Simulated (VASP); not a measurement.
An input for Ansatz (written as the equivalent of a VASP run, and not itself run):

Ansatz 0.2 input:
```yaml
crystal:
  lattice:
    - [-3.0500000, 3.0500000, 3.0500000]
    - [3.0500000, -3.0500000, 3.0500000]
    - [3.0500000, 3.0500000, -3.0500000]
  atoms:
    - { symbol: Cs, position: [0.0000000, 0.0000000, 0.0000000] }
kpoints:
  mp_grid: { grid: [8, 8, 8] }
hamiltonian:
  xc: r2scan
  pseudopotentials: { kind: paw }
scf:
  occupations: { method: methfessel_paxton, width: 0.1 }
  max_iter: 100
output: { forces: true, stress: true, eigenvalues: true }
```

Translate this input to VASP (INCAR, KPOINTS, POSCAR, choice of POTCAR).

This is not unique; one that fits is 
**KPOINTS**
```
kpoints
0
gamma
 8 8 8
```

INCAR:
```
# general
SYSTEM   =  Cs
PREC     =  Accurate
ENCUT    =  400
LREAL    =  F   # projection in real space or not
LASPH    =  T   # aspherical one-centre terms

# electronic loop
EDIFF    =  1E-6   # SCF stop (eV)
NELM     =  100
ALGO     =  Normal   # blocked Davidson
LMAXMIX  =  4
LMIXTAU  =  T

# smearing
ISMEAR   =  1   # Methfessel-Paxton
SIGMA    =  0.1   # width (eV)

# functional
METAGGA  =  R2SCAN

# ions
ISIF     =  2

# output
LWAVE    =  F
LCHARG   =  F
```

File POSCAR:
```
Cs
1.0
 -3.0500000000   3.0500000000   3.0500000000
  3.0500000000  -3.0500000000   3.0500000000
  3.0500000000   3.0500000000  -3.0500000000
Cs
1
Cart
  0.0000000000   0.0000000000   0.0000000000
```

POTCAR, in this order: Cs_sv (PBE.64 set). Program: vasp_std.

The two are equivalent in intent, not identical: each code has its own PAW files, so the cut-off isn't converted (ENCUT is set for VASP's; basis.ecutwfc is left out, and Ansatz then takes the one that its files recommend); Ansatz stops its SCF on the density residual and VASP on the energy change (EDIFF).

The compound is Cs in the bcc structure. The cell was not relaxed at this level. The run is one of a series of settings (GGA removed, LMIXTAU = .TRUE., METAGGA = R2SCAN against the base run), some of them coarse on purpose.
